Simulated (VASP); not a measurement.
Given:

```
CELL_PARAMETERS angstrom
      2.90371     0.00000     0.00000
      0.00000     2.90371     0.00000
      0.00000     0.00000     4.17520
ATOMIC_POSITIONS crystal
  Ti 0.00000 0.00000 0.00000
  Al 0.50000 0.50000 0.50000
```

Level of theory: RPBE GGA, VASP's PBE PAW potentials (set 64) (plane waves; VASP). Run with 520 eV cut-off, 13×13×9 Γ-centred mesh, first-order Methfessel-Paxton smearing of 0.10 eV, potentials Ti_sv Al.

Q: Give the stress tensor in GPa (positive for a compressed cell).

A: 
```
-5.61   0.00   0.00
 0.00  -5.61   0.00
 0.00   0.00  -5.61
```
The pressure is its mean diagonal, -5.61 GPa.

The compound is TiAl in the L1_0 structure. This cell is one point of a volume scan, at 1.06 of the reference volume. The electron count is odd and the run is not spin-polarised, which forces a metal.
